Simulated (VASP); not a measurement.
```
MoS
1.0
    0.00000     2.44684     2.44684
    2.44684     0.00000     2.44684
    2.44684     2.44684     0.00000
Mo S
1 1
Cartesian
  0.00000   0.00000   0.00000
  2.44684   2.44684   2.44684
```

All values below come from PBEsol GGA, VASP's PBE PAW potentials (set 64) (plane waves; VASP). Run with 400 eV cut-off, 14×14×14 Γ-centred mesh, tetrahedra with Blöchl corrections, potentials Mo_sv S.

Question: Predict the energy per atom (σ→0), band gap (on the k-mesh) with the smallest direct gap where there is one.

Answer: 
- band gap (on the k-mesh) = none (metal, semimetal or under 0.01 eV)
- energy per atom (σ→0) = -7.982 eV/atom

The absolute energy has meaning only against runs of the same code, potentials and settings.

The structure was generated: MoS was put into the rock salt type (Fm-3m), which need not be its known phase. It was relaxed first, which changed the volume by -33 %.
